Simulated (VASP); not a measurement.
Here is the system:

```yaml
crystal:
  lattice:
    - [0.00000, 3.20462, 3.20462]
    - [3.20462, 0.00000, 3.20462]
    - [3.20462, 3.20462, 0.00000]
  atoms:
    - { symbol: Na, position: [0.00000, 0.00000, 0.00000] }
    - { symbol: I, position: [0.50000, 0.50000, 0.50000] }
```

Level of theory: PBEsol GGA, VASP's PBE PAW potentials (set 64) (plane waves; VASP). Settings: 480 eV cut-off, 7×7×7 Γ-centred mesh, Gaussian smearing of 0.050 eV, potentials Na_pv I.

Unless said otherwise, spin-orbit coupling is left out, though it shifts the bands of the heavy elements here.

What does the run give for the energy per atom (σ→0), band gap (on the k-mesh) with the smallest direct gap where there is one?

The band gap (on the k-mesh) is 3.58 eV. The smallest direct gap (on the k-mesh) is 3.58 eV and the energy per atom (σ→0) is -2.835 eV/atom.

The absolute energy has meaning only against runs of the same code, potentials and settings.

The compound is NaI in the rock salt structure. It was relaxed first. The start is the result of an earlier pass.
